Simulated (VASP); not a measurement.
Energy against volume of BaHfO$_{3}$ (cubic perovskite). Calculation: TPSS meta-GGA, VASP's PBE PAW potentials (set 64) (plane waves; VASP). Run with 520 eV cut-off, 5×5×5 Γ-centred mesh, Gaussian smearing of 0.050 eV, potentials Ba_sv Hf_pv O.

```tsv
V (Å³/atom)	E (eV/atom)
13.782	-11.96167
14.222	-11.98557
14.662	-11.99319
15.102	-11.98714
```

Fit these four points and predict the energy of the run at 15.541 Å³/atom.

A cubic in V^(−2/3), the third-order Birch-Murnaghan form, passes through the four points with V0 = 14.67 Å³/atom and B0 = 165 GPa, and gives -11.9696 eV/atom there. The run gave -11.9694 eV/atom, +0.2 meV/atom from the fit; all five points give B0 = 166 GPa.

The compound is BaHfO3 in the cubic perovskite structure. It was relaxed first.
